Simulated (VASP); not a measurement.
Consider the following.

```
IrO2
1.0
    1.47597     0.85215     4.69343
   -1.47597     0.85215     4.69343
    0.00000    -1.70431     4.69343
Ir O
1 2
Direct
  0.00297   0.00297   0.00297
  0.75020   0.75020   0.75020
  0.58013   0.58013   0.58013
```

Computed with PBEsol GGA, VASP's PBE PAW potentials (set 64) (plane waves; VASP 6.6.1). Settings: 520 eV cut-off, Gaussian smearing of 0.050 eV, potentials Ir O.

Without a dispersion term in the relaxation, distances and binding between the weakly bound layers, chains or molecules are unreliable, and so is what depends on them.

**Question.** Give the energies of bands 4 to 13 at the high-symmetry points, in eV from the Fermi level.

**Answer.** 
```csv
band,Γ,T,H2,L,S0,F
4,-6.95,-6.98,-6.93,-6.86,-6.94,-6.90
5,-6.95,-6.98,-6.28,-6.78,-6.29,-6.73
6,-5.16,-5.11,-6.05,-6.37,-6.06,-6.17
7,-5.16,-5.11,-4.80,-4.40,-4.71,-4.60
8,-2.24,-4.05,-3.91,-3.24,-3.98,-3.67
9,-1.55,-1.32,-3.38,-2.79,-3.38,-2.79
10,-0.09,0.01,-1.91,-0.68,-1.93,-0.67
11,-0.09,0.01,0.61,-0.52,0.63,-0.59
12,0.34,0.22,0.93,0.95,0.93,0.68
13,0.34,0.22,2.17,1.74,2.17,1.92
```

It has no gap at this level: it comes out as a metal or semimetal.

The structure was generated: IrO2 was put into the 3R-MoS2 type (R3m), which need not be its known phase. It was relaxed first, which changed the volume by +13 %. The electron count is odd and the run is not spin-polarised, which forces a metal.
